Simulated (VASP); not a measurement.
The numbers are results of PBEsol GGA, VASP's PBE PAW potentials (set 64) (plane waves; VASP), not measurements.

VASP ran on this input.

INCAR:
```
SYSTEM=Pb
PREC=Accurate; ENCUT=480; LREAL=.FALSE.
LASPH=.TRUE.
EDIFF=1E-7; NELM=100; ALGO=Normal
LMAXMIX=4
ISMEAR=1; SIGMA=0.1
GGA=PS
ISIF=2
LWAVE=.FALSE.; LCHARG=.FALSE.
```

### POSCAR
```
Pb
4.9284980
 -0.0025000001   0.5000000140   0.5000000140
  0.4975000139   0.0000000000   0.4975000139
  0.5000000140   0.5000000140  -0.0025000001
Pb
1
Cart
  0.0000000000   0.0000000000   0.0000000000
```

KPOINTS:
```
Automatic mesh
0
Gamma
12 12 12
0 0 0
```

POTCAR, in this order: Pb_d (PBE.64 set). Program: vasp_std.

What VASP printed:

File OSZICAR:
```
       N       E                     dE             d eps       ncg     rms          rms(c)
DAV:   1     0.997238869019E+02    0.99724E+02   -0.70683E+03  6207   0.142E+03
DAV:   2     0.473812532716E+00   -0.99250E+02   -0.97122E+02  6364   0.320E+02
DAV:   3    -0.389876812844E+01   -0.43726E+01   -0.43534E+01  7299   0.788E+01
DAV:   4    -0.399608332337E+01   -0.97315E-01   -0.97276E-01  7337   0.128E+01
DAV:   5    -0.400037239217E+01   -0.42891E-02   -0.42889E-02  7926   0.244E+00    0.588E-01
DAV:   6    -0.398680059017E+01    0.13572E-01   -0.20723E-02  7466   0.281E+00    0.275E-01
DAV:   7    -0.398346232763E+01    0.33383E-02   -0.82479E-03  7321   0.165E+00    0.883E-02
DAV:   8    -0.398324319984E+01    0.21913E-03   -0.35886E-04  8985   0.387E-01    0.959E-03
DAV:   9    -0.398324070189E+01    0.24979E-05   -0.73524E-06  7646   0.556E-02    0.439E-03
DAV:  10    -0.398324032793E+01    0.37396E-06   -0.45426E-07  6841   0.717E-03    0.134E-04
DAV:  11    -0.398324030142E+01    0.26507E-07   -0.92490E-09  3776   0.142E-03
   1 F= -.39832403E+01 E0= -.39829557E+01  d E =-.853688E-03
```

File OUTCAR:
```
------------------------ aborting loop because EDIFF is reached ----------------------------------------
  FORCE on cell =-STRESS in cart. coord.  units (eV):
  Direction    XX          YY          ZZ          XY          YZ          ZX
  --------------------------------------------------------------------------------------
  Total        0.0771236      0.0660383      0.0771236      0.0000000      0.0000000     -0.0590207
  in kB        4.1288102      3.5353583      4.1288102      0.0000000      0.0000000     -3.1596744
  external PRESSURE =       3.9309929 kB  Pullay stress =       0.0000000 kB
  volume of cell :       29.93
      direct lattice vectors                 reciprocal lattice vectors
    -0.012321245  2.464249069  2.464249069    -0.201892107  0.202901568  0.201892107
     2.451927823  0.000000000  2.451927823     0.203921174 -0.202901568  0.203921174
     2.464249069  2.464249069 -0.012321245     0.201892107  0.202901568 -0.201892107
 POSITION                                       TOTAL-FORCE (eV/Angst)
 -----------------------------------------------------------------------------------
      0.00000      0.00000      0.00000         0.000000      0.000000     -0.000000
 -----------------------------------------------------------------------------------
    total drift:                               -0.000000     -0.000000     -0.000000
  FREE ENERGIE OF THE ION-ELECTRON SYSTEM (eV)
  ---------------------------------------------------
  free  energy   TOTEN  =        -3.9832403014 eV

  energy  without entropy=       -3.9823866135  energy(sigma->0) =       -3.98295574
```
(Selected blocks of OUTCAR.)

OUTCAR:
```
 val. band max:        7.2769936636   @ k =   0.5000  -0.0833   0.3333

 cond. band min:       7.2831953917   @ k =  -0.3333   0.2500   0.0000


 Fermi energy:         7.2798600470

 k-point     1 :       0.0000    0.0000    0.0000
  band No.  band energies     occupation
      1      -9.7470      2.00000
      2      -9.7434      2.00000
      3      -9.7388      2.00000
      4      -9.5949      2.00000
      5      -9.5949      2.00000
      6      -4.6083      2.00000
      7      14.6525      0.00000
      8      14.7593      0.00000
      9      14.8795      0.00000
     10      17.0273      0.00000
     11      18.7159      0.00000

 k-point     2 :       0.0833    0.0000   -0.0000
  band No.  band energies     occupation
      1      -9.7461      2.00000
      2      -9.7353      2.00000
      3      -9.7286      2.00000
      4      -9.5952      2.00000
      5      -9.5950      2.00000
      6      -4.4737      2.00000
      7      13.1272      0.00000
      8      14.5628      0.00000
      9      14.7082      0.00000
     10      16.7858      0.00000
     11      19.3897      0.00000

 k-point     3 :       0.1667    0.0000   -0.0000
  band No.  band energies     occupation
      1      -9.7482      2.00000
      2      -9.7175      2.00000
      3      -9.7085      2.00000
      4      -9.5881      2.00000
      5      -9.5873      2.00000
      6      -4.0693      2.00000
      7      10.5204      0.00000
      8      14.1723      0.00000
      9      14.2938      0.00000
     10      16.5054      0.00000
     11      19.9224      0.00000

 k-point     4 :       0.2500    0.0000   -0.0000
  band No.  band energies     occupation
      1      -9.7547      2.00000
      2      -9.7124      2.00000
      3      -9.7022      2.00000
      4      -9.5568      2.00000
      5      -9.5564      2.00000
      6      -3.4003      2.00000
      7       7.9557     -0.00000
      8      13.7135      0.00000
      9      13.8073      0.00000
...
```

Unless said otherwise, spin-orbit coupling is left out, though it shifts the bands of the heavy elements here.

The compound is Pb in the fcc structure. This cell was strained or had an atom moved on purpose.
